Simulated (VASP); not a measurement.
# Si: single point with PBE

Si:

```
Si
1.0
     0.00000    2.73505    2.73505
     2.73505    0.00000    2.73505
     2.73505    2.73505    0.00000
Si
2
Direct
  0.00000 0.00000 0.00000
  0.25000 0.25000 0.25000
```

```yaml
Program: VASP 6.6.1
Task: single point
Functional: PBE
Potentials_or_basis: VASP PAW PBE potentials, release 64 (Si)
Cutoff: 520 eV
k_mesh: 8 × 8 × 8
Occupations: gaussian, width 0.02 eV
Spin: no spin polarisation
```

| Property | Result |
| --- | --- |
| Pressure | -0.1 GPa |
| Band gap on the k mesh | 0.65 eV, indirect (least direct gap 2.56 eV) |

Levels at points of the mesh, in eV from the valence-band top:
| k point | band 1 | band 2 | band 3 | band 4 | band 5 | band 6 | band 7 | band 8 |
| --- | --- | --- | --- | --- | --- | --- | --- | --- |
| (0.00, 0.00, 0.00) | -11.81 | 0.00 | 0.00 | 0.00 | 2.56 | 2.56 | 2.56 | 3.13 |
| (0.50, 0.00, 0.00) | -9.53 | -6.87 | -1.18 | -1.18 | 1.46 | 3.35 | 3.35 | 7.70 |
| (0.50, 0.50, 0.00) | -7.74 | -7.74 | -2.79 | -2.79 | 0.75 | 0.75 | 9.93 | 9.93 |

Run time: 9.3 s on 1 thread of Intel(R) Xeon(R) Platinum 8488C (Sapphire Rapids), with other jobs on the host, peak memory 0.15 GiB.

A k mesh can miss the band edges.
